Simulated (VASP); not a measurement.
Crystal: Cu.

```
Cu
1.0
     0.00000    1.80750    1.80750
     1.80750    0.00000    1.80750
     1.80750    1.80750    0.00000
Cu
1
Direct
  0.00000 0.00000 0.00000
```

* Program: VASP 6.6.1
* Task: relaxation of cell and atoms
* Functional: r2SCAN
* Potentials or basis: VASP PAW PBE potentials, release 64 (Cu)
* Cutoff: 600 eV
* k mesh: 18 × 18 × 18
* Occupations: methfessel-paxton, width 0.1 eV
* Spin: no spin polarisation

At the start: pressure -4.1 GPa; volume 11.81 Å³/atom.

Question: How do energy, volume and symmetry change on relaxing?

Answer: Over 3 steps the energy falls by 4.0 meV/atom and the volume is 11.50 Å³/atom (-2.6 %); space group Fm-3m (No. 225, to 0.05 Å).

The path:
| step | energy change (eV) | largest force (eV/Å) | pressure (GPa) | volume (Å³) |
| --- | --- | --- | --- | --- |
| 1 | 0.0000 | 0.0000 | -4.11 | 11.81 |
| 2 | -0.0024 | 0.0000 | 2.80 | 11.30 |
| 3 | -0.0040 | 0.0000 | -0.09 | 11.50 |

Final structure:
```xyz
1
Lattice="0.0000 1.7914 1.7914 1.7914 0.0000 1.7914 1.7914 1.7914 0.0000" Properties=species:S:1:pos:R:3 pbc="T T T"
Cu    0.0000    0.0000    0.0000
```

Caveat: the PAW data sets were made with another functional, which shifts forces and pressure a little.
